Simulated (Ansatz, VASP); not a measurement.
# Ga4SeS in VASP and in Ansatz

File INCAR:

```
PREC = Accurate ; ENCUT = 520
EDIFF = 1E-6 ; ISMEAR = 0
SIGMA = 0.1 ; LREAL = False
LASPH = True ; NELM = 80
ALGO = Normal ; ISIF = 2
LWAVE = False ; LCHARG = False
GGA = PE ; NBANDS = 41
```

File KPOINTS:

```
regular mesh
0
Gamma
  4 4 4
```

POSCAR

```
Ga4SeS
1.0
    0.0000000000      4.0335588900      4.0335588900
    4.0335588900      0.0000000000      4.0335588900
    4.0335588900      4.0335588900      0.0000000000
Ga Se S
4 1 1
Direct
    0.8731060000      0.3756313300      0.3756313300
    0.3756313300      0.3756313300      0.3756313300
    0.3756313300      0.8731060000      0.3756313300
    0.3756313300      0.3756313300      0.8731060000
    0.0000000000      0.0000000000      0.0000000000
    0.7500000000      0.7500000000      0.7500000000
```

Input for Ansatz:

```yaml
crystal:
  lattice:
    - [0.0, 4.03355889, 4.03355889]
    - [4.03355889, 0.0, 4.03355889]
    - [4.03355889, 4.03355889, 0.0]
  atoms:
    - { symbol: Ga, position: [0.873106, 0.37563133, 0.37563133] }
    - { symbol: Ga, position: [0.37563133, 0.37563133, 0.37563133] }
    - { symbol: Ga, position: [0.37563133, 0.873106, 0.37563133] }
    - { symbol: Ga, position: [0.37563133, 0.37563133, 0.873106] }
    - { symbol: Se, position: [0.0, 0.0, 0.0] }
    - { symbol: S, position: [0.75, 0.75, 0.75] }
basis:
  ecutwfc: 420
kpoints:
  mp_grid: { grid: [4, 4, 4] }
hamiltonian:
  xc: pbe
scf:
  occupations: { method: gaussian, width: 0.1 }
  lower_state_search: "off"
output:
  forces: true
  stress: true
  eigenvalues: true
```

Change from the starting cell: species swapped into the CeNdAl4 type (F-43m, No. 216).

Alike in both runs: task single point; functional PBE; k mesh 4 × 4 × 4; occupations gaussian, width 0.1 eV; no spin polarisation.

```csv
,VASP,Ansatz
version,VASP 6.6.1,Ansatz 0.2.0
potentials or method,"VASP PAW PBE potentials, release 64 (Ga_d, Se, S)","scalar-relativistic, plane waves, PAW"
plane-wave cutoff (eV),520,420
valence electrons in the cell,64,74
```

|  | VASP | Ansatz | Ansatz less VASP |
| --- | --- | --- | --- |
| gap on the k mesh at the Fermi level (eV) | none | none | - |
| pressure (GPa) | -2.5 | -2.5 | -0.02 |
| rms of the force components (eV/Å) | 0.034 | 0.034 | -0.0006 |

Atom by atom the forces differ by 0.001 eV/Å (rms over components). A gap of «none» marks a metal or a gap that the smearing closes. The functional is the same, so the differences come from potentials, cutoffs and numerics. The two sets of potentials don't hold the same shells in valence.
